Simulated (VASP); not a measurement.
Level of theory: PBE GGA, VASP's PBE PAW potentials (set 64) (plane waves; VASP).

VASP input:

File POSCAR:
```
GaP
1
    0.0000000000     2.7250000000     2.7250000000
    2.7250000000     0.0000000000     2.7250000000
    2.7250000000     2.7250000000     0.0000000000
Ga P
1 1
Direct
  0.0000000000   0.0000000000   0.0000000000
  0.2500000000   0.2500000000   0.2500000000
```

**INCAR**
```
ALGO = Normal
EDIFF = 1E-6
ENCUT = 300
GGA = PE
ISIF = 2
ISMEAR = -1
LASPH = .TRUE.
LCHARG = .FALSE.
LMAXMIX = 4
LREAL = .FALSE.
LWAVE = .FALSE.
NELM = 100
PREC = Accurate
SIGMA = 0.01
SYSTEM = GaP
```

File KPOINTS:
```
kpoints
0
Gamma
5 5 5
```

POTCAR, in this order: Ga_d P (PBE.64 set). Program: vasp_std.

The resulting files:

### OUTCAR
```
 ion  position               nearest neighbor table
   1  0.000  0.000  0.000-   2 2.36   2 2.36   2 2.36   2 2.36
   2  0.250  0.250  0.250-   1 2.36   1 2.36   1 2.36   1 2.36
  LATTYP: Found a face centered cubic cell.
 ALAT       =     5.4500000000
 Subroutine PRICEL returns:
 Original cell was already a primitive cell.
 Subroutine GETGRP returns: Found 24 space group operations
The static configuration has the point symmetry T_d .
The dynamic configuration has the point symmetry T_d .
 Subroutine INISYM returns: Found 24 space group operations
 Subroutine IBZKPT returns following result:
 Found     10 irreducible k-points:

 Following reciprocal coordinates:
            Coordinates               Weight
  0.000000  0.000000  0.000000      1.000000
  0.200000  0.000000  0.000000      8.000000
  0.400000  0.000000  0.000000      8.000000
  0.200000  0.200000  0.000000      6.000000
  0.400000  0.200000  0.000000     24.000000
 -0.400000  0.200000  0.000000     24.000000
 -0.200000  0.200000  0.000000     12.000000
  0.400000  0.400000  0.000000      6.000000
 -0.400000  0.400000  0.000000     12.000000
...
```

File OSZICAR:
```
       N       E                     dE             d eps       ncg     rms          rms(c)
DAV:   1     0.634095086688E+02    0.63410E+02   -0.73060E+03   268   0.149E+03
DAV:   2    -0.442857918229E+01   -0.67838E+02   -0.66212E+02   280   0.250E+02
DAV:   3    -0.927512689736E+01   -0.48465E+01   -0.48287E+01   340   0.625E+01
DAV:   4    -0.934839344757E+01   -0.73267E-01   -0.73233E-01   316   0.836E+00
DAV:   5    -0.935032595904E+01   -0.19325E-02   -0.19325E-02   315   0.108E+00    0.433E+00
DAV:   6    -0.909850381318E+01    0.25182E+00   -0.47456E-01   399   0.126E+01    0.286E+00
DAV:   7    -0.907094635830E+01    0.27557E-01   -0.12320E-01   333   0.251E+00    0.117E+00
DAV:   8    -0.907131651447E+01   -0.37016E-03   -0.15842E-02   305   0.187E+00    0.164E-01
DAV:   9    -0.907169564029E+01   -0.37913E-03   -0.17005E-03   343   0.731E-01    0.891E-02
DAV:  10    -0.907176438116E+01   -0.68741E-04   -0.13102E-04   361   0.118E-01    0.409E-02
DAV:  11    -0.907184465115E+01   -0.80270E-04   -0.11681E-04   290   0.109E-01    0.620E-03
DAV:  12    -0.907184374716E+01    0.90399E-06   -0.46801E-06   328   0.341E-02
   1 F= -.90718437E+01 E0= -.90718437E+01  d E =-.829637E-14
```

OUTCAR:
```
------------------------ aborting loop because EDIFF is reached ----------------------------------------
  FORCE on cell =-STRESS in cart. coord.  units (eV):
  Direction    XX          YY          ZZ          XY          YZ          ZX
  --------------------------------------------------------------------------------------
  Total        0.6103183      0.6103183      0.6103183      0.0000000      0.0000000     -0.0000000
  in kB       24.1622559     24.1622559     24.1622559      0.0000000      0.0000000     -0.0000000
  external PRESSURE =      24.1622559 kB  Pullay stress =       0.0000000 kB
  volume of cell :       40.47
      direct lattice vectors                 reciprocal lattice vectors
     0.000000000  2.725000000  2.725000000    -0.183486239  0.183486239  0.183486239
     2.725000000  0.000000000  2.725000000     0.183486239 -0.183486239  0.183486239
     2.725000000  2.725000000  0.000000000     0.183486239  0.183486239 -0.183486239
  FREE ENERGIE OF THE ION-ELECTRON SYSTEM (eV)
  ---------------------------------------------------
  free  energy   TOTEN  =        -9.0718437472 eV

  energy  without entropy=       -9.0718437472  energy(sigma->0) =       -9.07184375
```
(Selected blocks of OUTCAR.)

File OUTCAR:
```
 val. band max:        4.6724777956   @ k =   0.0000   0.0000   0.0000

 cond. band min:       6.2688696492   @ k =   0.4000   0.4000   0.0000


 Fermi energy:         4.9540154953

 k-point     1 :       0.0000    0.0000    0.0000
  band No.  band energies     occupation
      1      -9.8830      2.00000
      2      -9.8830      2.00000
      3      -9.8830      2.00000
      4      -9.7837      2.00000
      5      -9.7837      2.00000
      6      -7.8252      2.00000
      7       4.6725      2.00000
      8       4.6725      2.00000
      9       4.6725      2.00000
     10       6.4965      0.00000
     11       8.5515      0.00000
     12       8.5515      0.00000
     13       8.5515      0.00000

 k-point     2 :       0.2000    0.0000    0.0000
  band No.  band energies     occupation
      1      -9.9142      2.00000
      2      -9.8724      2.00000
      3      -9.8724      2.00000
      4      -9.7833      2.00000
      5      -9.7833      2.00000
      6      -7.3172      2.00000
      7       1.6757      2.00000
      8       4.1823      2.00000
      9       4.1823      2.00000
     10       6.9911      0.00000
     11       9.2515      0.00000
     12       9.2515      0.00000
     13      10.2171      0.00000

 k-point     3 :       0.4000    0.0000    0.0000
  band No.  band energies     occupation
      1      -9.9578      2.00000
      2      -9.8598      2.00000
      3      -9.8598      2.00000
      4      -9.7779      2.00000
      5      -9.7779      2.00000
      6      -6.0937      2.00000
      7      -1.3896      2.00000
      8       3.6303      2.00000
      9       3.6303      2.00000
     10       6.4226      0.00000
     11       9.4376      0.00000
     12       9.4376      0.00000
     13      12.8319      0.00000

 k-point     4 :       0.2000    0.2000    0.0000
  band No.  band energies     occupation
      1      -9.9320      2.00000
      2      -9.8613      2.00000
      3      -9.8613      2.00000
...
```

At this cut-off the stress carries a Pulay error, which pulls relaxed volumes low.

The structure is a typed GaP crystal (F-43m). The cell was not relaxed at this level.
